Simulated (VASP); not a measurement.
# Ca (space group Fm-3m): computed properties

Computed with SCAN meta-GGA, VASP's PBE PAW potentials (set 64) (plane waves; VASP).

For Ca, the space group is Fm-3m (225), the cell comes out as a = b = c = 5.5541 Å, α = β = γ = 90.00° and the volume per atom is 42.83 Å^3/atom. The band gap (over mesh and band path) is none (metal, semimetal or under 0.01 eV) and the density is 1.55 g/cm³.

```xyz
1
Lattice="0.0000 2.7771 2.7771 2.7771 0.0000 2.7771 2.7771 2.7771 0.0000" Properties=species:S:1:pos:R:3 pbc="T T T"
Ca     0.0000     0.0000     0.0000
```

The structure comes from a measured Ca entry (Fm-3m) of the Crystallography Open Database, whose conditions weren't checked. It was relaxed first. Symmetry was kept, so distortions that lower it aren't found.
